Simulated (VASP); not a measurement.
Level of theory: PBEsol GGA, VASP's PBE PAW potentials (set 64) (plane waves; VASP).

VASP input:

### INCAR
```
SYSTEM = Ni
PREC = Accurate
ENCUT = 480
EDIFF = 1E-7
NELM = 100
ALGO = Normal
LREAL = .FALSE.
LASPH = .TRUE.
ISMEAR = 1
SIGMA = 0.1
GGA = PS
LMAXMIX = 4
ISPIN = 2
MAGMOM = 0.6
LORBIT = 10
LWAVE = .FALSE.
LCHARG = .FALSE.
ISIF = 2
```

**KPOINTS**
```
Automatic mesh
0
Gamma
16 16 16
0 0 0
```

### POSCAR
```
Ni
1.0
  0.0043220352   1.7288140662   1.7288140662
  1.7288140662   0.0043220352   1.7288140662
  1.7331361013   1.7331361013   0.0000000000
Ni
1
direct
  0.0000000000   0.0000000000   0.0000000000
```

POTCAR, in this order: Ni (PBE.64 set). Program: vasp_std.

The resulting files:

### OUTCAR
```
 ion  position               nearest neighbor table
   1  0.000  0.000  0.000-
  LATTYP: Found a body centered orthorhombic cell.
 ALAT       =     2.4388000184
 B/A-ratio  =     1.0050125313
 C/A-ratio  =     1.4177579573
 Subroutine PRICEL returns:
 Original cell was already a primitive cell.
 Subroutine GETGRP returns: Found  8 space group operations
The static configuration has the point symmetry D_2h.
The dynamic configuration has the point symmetry D_2h.
The overall configuration has the point symmetry D_2h.
 Subroutine INISYM returns: Found  8 space group operations
 Subroutine IBZKPT returns following result:
 Found    621 irreducible k-points:

 Following reciprocal coordinates:
            Coordinates               Weight
  0.000000  0.000000  0.000000      1.000000
  0.062500  0.000000  0.000000      4.000000
  0.125000  0.000000  0.000000      4.000000
  0.187500  0.000000  0.000000      4.000000
  0.250000  0.000000  0.000000      4.000000
  0.312500  0.000000  0.000000      4.000000
  0.375000  0.000000  0.000000      4.000000
  0.437500 -0.000000  0.000000      4.000000
  0.500000  0.000000  0.000000      2.000000
  0.062500  0.062500  0.000000      2.000000
  0.125000  0.062500  0.000000      4.000000
  0.187500  0.062500  0.000000      4.000000
  0.250000  0.062500  0.000000      4.000000
  0.312500  0.062500  0.000000      4.000000
  0.375000  0.062500  0.000000      4.000000
  0.437500  0.062500  0.000000      4.000000
  0.500000  0.062500  0.000000      4.000000
 -0.437500  0.062500  0.000000      4.000000
 -0.375000  0.062500  0.000000      4.000000
 -0.312500  0.062500  0.000000      4.000000
 -0.250000  0.062500  0.000000      4.000000
 -0.187500  0.062500  0.000000      4.000000
 -0.125000  0.062500  0.000000      4.000000
 -0.062500  0.062500  0.000000      2.000000
  0.125000  0.125000  0.000000      2.000000
  0.187500  0.125000  0.000000      4.000000
  0.250000  0.125000  0.000000      4.000000
  0.312500  0.125000  0.000000      4.000000
  0.375000  0.125000  0.000000      4.000000
  0.437500  0.125000  0.000000      4.000000
  0.500000  0.125000  0.000000      4.000000
 -0.437500  0.125000  0.000000      4.000000
 -0.375000  0.125000  0.000000      4.000000
 -0.312500  0.125000  0.000000      4.000000
 -0.250000  0.125000  0.000000      4.000000
 -0.187500  0.125000  0.000000      4.000000
 -0.125000  0.125000  0.000000      2.000000
  0.187500  0.187500  0.000000      2.000000
  0.250000  0.187500  0.000000      4.000000
  0.312500  0.187500  0.000000      4.000000
   k-points           NKPTS =    621   k-points in BZ     NKDIM =    621   number of bands    NBANDS=      9
   number of dos      NEDOS =    301   number of ions     NIONS =      1
   total plane-waves  NPLWV =   5832
   dimension x,y,z NGX =    18 NGY =   18 NGZ =   18
   dimension x,y,z NGXF=    36 NGYF=   36 NGZF=   36
   ions per type =               1
   PREC   = accura    normal or accurate (medium, high low for compatibility)
   ISTART =      0    job   : 0-new  1-cont  2-samecut
   ICHARG =      2    charge: 1-file 2-atom 10-const
   ISPIN  =      2    spin polarized calculation?
   LNONCOLLINEAR =      F non collinear calculations
   LSORBIT =      F    spin-orbit coupling
   INIWAV =      1    electr: 0-lowe 1-rand  2-diag
   ENCUT  =  480.0 eV  35.28 Ry    5.94 a.u.   4.37  4.37  4.38*2*pi/ulx,y,z
   NELM   =    100;   NELMIN=  2; NELMDL= -5     # of ELM steps
   EDIFF  = 0.1E-06   stopping-criterion for ELM
   LREAL  =      F    real-space projection
...
```

OSZICAR:
```
       N       E                     dE             d eps       ncg     rms          rms(c)
DAV:   1     0.206137230995E+02    0.20614E+02   -0.46426E+03 22956   0.136E+03
DAV:   2    -0.694385419699E+01   -0.27558E+02   -0.26473E+02 22650   0.161E+02
DAV:   3    -0.734122713425E+01   -0.39737E+00   -0.39473E+00 25352   0.256E+01
DAV:   4    -0.734493765316E+01   -0.37105E-02   -0.37101E-02 25080   0.217E+00
DAV:   5    -0.734502900156E+01   -0.91348E-04   -0.91347E-04 25249   0.295E-01    0.111E+01
DAV:   6    -0.648490868739E+01    0.86012E+00   -0.18525E+01 23441   0.709E+01    0.575E+00
DAV:   7    -0.615838545949E+01    0.32652E+00   -0.28095E+00 23628   0.261E+01    0.201E+00
DAV:   8    -0.613961094804E+01    0.18775E-01   -0.23409E-02 32816   0.175E+00    0.956E-01
DAV:   9    -0.613697072479E+01    0.26402E-02   -0.15154E-03 33085   0.359E-01    0.275E-01
DAV:  10    -0.613627349027E+01    0.69723E-03   -0.64671E-04 32093   0.203E-01    0.315E-02
DAV:  11    -0.613627030488E+01    0.31854E-05   -0.18043E-05 28632   0.536E-02    0.280E-02
DAV:  12    -0.613627180690E+01   -0.15020E-05   -0.20031E-06 29242   0.152E-02    0.658E-03
DAV:  13    -0.613627197483E+01   -0.16793E-06   -0.43915E-07 22897   0.764E-03    0.236E-03
DAV:  14    -0.613627192942E+01    0.45408E-07   -0.99968E-09 11611   0.172E-03
   1 F= -.61362719E+01 E0= -.61363436E+01  d E =0.215095E-03  mag=     0.5852
```

OUTCAR:
```
------------------------ aborting loop because EDIFF is reached ----------------------------------------
  FORCE on cell =-STRESS in cart. coord.  units (eV):
  Direction    XX          YY          ZZ          XY          YZ          ZX
  --------------------------------------------------------------------------------------
  Total        0.0408100      0.0408100      0.0399040     -0.0484059      0.0000000      0.0000000
  in kB        6.3271027      6.3271027      6.1866409     -7.5047614      0.0000000      0.0000000
  external PRESSURE =       6.2802821 kB  Pullay stress =       0.0000000 kB
  volume of cell :       10.33
      direct lattice vectors                 reciprocal lattice vectors
     0.004322035  1.728814066  1.728814066    -0.289940453  0.289940453  0.289215601
     1.728814066  0.004322035  1.728814066     0.289940453 -0.289940453  0.289215601
     1.733136101  1.733136101  0.000000000     0.288494366  0.288494366 -0.289215601
 POSITION                                       TOTAL-FORCE (eV/Angst)
 -----------------------------------------------------------------------------------
      0.00000      0.00000      0.00000        -0.000000      0.000000      0.000000
 -----------------------------------------------------------------------------------
    total drift:                                0.000000     -0.000000     -0.000000
  FREE ENERGIE OF THE ION-ELECTRON SYSTEM (eV)
  ---------------------------------------------------
  free  energy   TOTEN  =        -6.1362719294 eV

  energy  without entropy=       -6.1364870242  energy(sigma->0) =       -6.13634363

 total charge

# of ion       s       p       d       tot
------------------------------------------
    1        0.522   0.550   8.338   9.411

 magnetization (x)

# of ion       s       p       d       tot
------------------------------------------
    1       -0.007  -0.024   0.621   0.590
```
(Selected blocks of OUTCAR.)

The compound is Ni in the fcc structure. This cell was strained or had an atom moved on purpose.
